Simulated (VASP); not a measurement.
Here is a VASP 6.6.1 calculation.

File INCAR:

```
PREC     = Accurate       # precision mode
ENCUT    = 600            # plane-wave cutoff, eV
EDIFF    = 1E-7           # SCF threshold, eV
ISMEAR   = -1             # smearing method
SIGMA    = 0.05           # smearing width, eV
LREAL    = False          # projectors in reciprocal space
LASPH    = True           # aspherical terms in the spheres
NELM     = 60             # most SCF steps
ALGO     = Normal         # electronic algorithm
ISIF     = 3              # what is computed and relaxed
LWAVE    = False          # write WAVECAR
LCHARG   = False          # write CHGCAR
IBRION   = 2              # ionic algorithm
NSW      = 60             # ionic steps
EDIFFG   = -0.01          # ionic threshold
PSTRESS  = 0
```

File KPOINTS:

```
Automatic mesh
0
Gamma
  5 5 5
```

The input POSCAR:

```
LiBiS3
1.0
    4.5614400000      0.0000000000      0.0000000000
    0.0000000000      4.5614400000      0.0000000000
    0.0000000000      0.0000000000      4.5614400000
Li Bi S
1 1 3
Direct
    0.5000000000      0.5000000000      0.5000000000
    0.0000000000      0.0000000000      0.0000000000
    0.5000000000      0.5000000000      0.0000000000
    0.0000000000      0.5000000000      0.5000000000
    0.5000000000      0.0000000000      0.5000000000
```

Potentials or basis: VASP PAW LDA potentials, release 64 (Li_sv, Bi_d, S).

The run is started by

```sh
$ cat potpaw_LDA.64/Li_sv/POTCAR potpaw_LDA.64/Bi_d/POTCAR potpaw_LDA.64/S/POTCAR > POTCAR
$ mpirun -np 1 vasp_std > vasp.out
```

Task: Estimate the relaxed volume.

Result: 17.46 Å³/atom.

Task: What does it give for the band gap on the k mesh?

Result: None (metal or under the smearing width).

Step by step:
```
step  energy change (eV)  largest force (eV/Å)  pressure (GPa)  volume (Å³)
   1              0.0000                0.0000           -5.18        94.91
   2             -0.1316                0.0000            0.52        86.72
   3             -0.1325                0.0000            0.00        87.30
```

Caveat: the cutoff is under 1.25 times the usual one of these potentials, so pressure, stress and relaxed cells hold a basis-set (Pulay) error; spin-orbit coupling is left out, which moves the levels of the heavy elements.
